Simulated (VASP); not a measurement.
```
CELL_PARAMETERS angstrom
      3.10752     0.00000     0.00000
      0.00000     3.10752     0.00000
      0.00000     0.00000     3.10752
ATOMIC_POSITIONS crystal
  Zn 0.50000 0.50000 0.50000
  Au 0.00000 0.00000 0.00000
```

The numbers are results of vdW-DF-cx, VASP's PBE PAW potentials (set 64) (plane waves; VASP), not measurements. Numerical set-up: 520 eV cut-off, 12×12×12 Γ-centred mesh, first-order Methfessel-Paxton smearing of 0.10 eV, potentials Zn Au.

Unless said otherwise, spin-orbit coupling is left out, though it shifts the bands of the heavy elements here.

### Question
Predict the energy per atom (σ→0), pressure, band gap (on the k-mesh) with the smallest direct gap where there is one.

### Answer

The band gap (on the k-mesh) is none (metal, semimetal or under 0.01 eV), the energy per atom (σ→0) comes out as 0.240 eV/atom and the pressure comes out as 4.69 GPa.

Total energies compare only between runs with the same potentials, cut-off and functional.

The compound is AuZn in the CsCl type structure. This cell is one point of a volume scan, at 0.97 of the reference volume. The electron count is odd and the run is not spin-polarised, which forces a metal.
